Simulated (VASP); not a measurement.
An input for Quantum ESPRESSO's pw.x (written as the equivalent of a VASP run, and not itself run):

```
&CONTROL
  calculation = 'scf'
  pseudo_dir = './pseudo'
  outdir = './out'
  tprnfor = .true.
  tstress = .true.
/
&SYSTEM
  ibrav = 0
  nat = 2
  ntyp = 2
  ecutwfc = 84
  occupations = 'smearing'
  smearing = 'gaussian'
  degauss = 0.000735
  input_dft = 'pbe'
/
&ELECTRONS
  conv_thr = 7.3e-08
  electron_maxstep = 100
/
ATOMIC_SPECIES
  B 10.810 B.upf
  N 14.007 N.upf
CELL_PARAMETERS angstrom
     0.0000000    1.8314930    1.8314930
     1.8314930    0.0000000    1.8314930
     1.8314930    1.8314930    0.0000000
ATOMIC_POSITIONS crystal
  B    0.0000000  0.0000000  0.0000000
  N    0.7500000  0.7500000  0.7500000
K_POINTS automatic
  15 15 15 1 1 1
```

**Question.** Write the VASP files for the same calculation (PBE).

**Answer.** Several could match; the one computed here: 
INCAR:
```
# general
SYSTEM=BN
PREC  =Accurate
ENCUT =400
LREAL =F
LASPH =T   # aspherical one-centre terms

# electronic loop
EDIFF =1E-6   # SCF stop (eV)
NELM  =100
ALGO  =Normal

# smearing
ISMEAR=0   # Gaussian
SIGMA =0.01   # width (eV)

# functional
GGA   =PE   # PBE

# ions
ISIF  =2   # forces and stress, cell fixed

# output
LWAVE =F
LCHARG=F
```

### POSCAR
```
BN
2.5901220
  0.0000000000   0.7071068467   0.7071068467
  0.7071068467   0.0000000000   0.7071068467
  0.7071068467   0.7071068467   0.0000000000
B N
1 1
Cartesian
  0.0000000000   0.0000000000   0.0000000000
  1.0606602701   1.0606602701   1.0606602701
```

KPOINTS:
```
Automatic mesh
0
Gamma
15 15 15
0.5 0.5 0.5
```

POTCAR, in this order: B N (PBE.64 set). Program: vasp_std.

The two are equivalent in intent, not identical: the potentials are each code's own (VASP's PAW set, PseudoDojo norm-conserving files in pw.x), so ENCUT and ecutwfc are chosen apart and not converted; conv_thr bounds pw.x's estimated SCF error, while EDIFF bounds the energy change between steps.

The structure comes from a computed database's BN entry; how it stands against other phases isn't given here. The cell was not relaxed at this level. The run is one of a series of settings (KPOINTS 15×15×15 Γ-centred mesh shifted by (0.5, 0.5, 0.5) against the base run), some of them coarse on purpose.
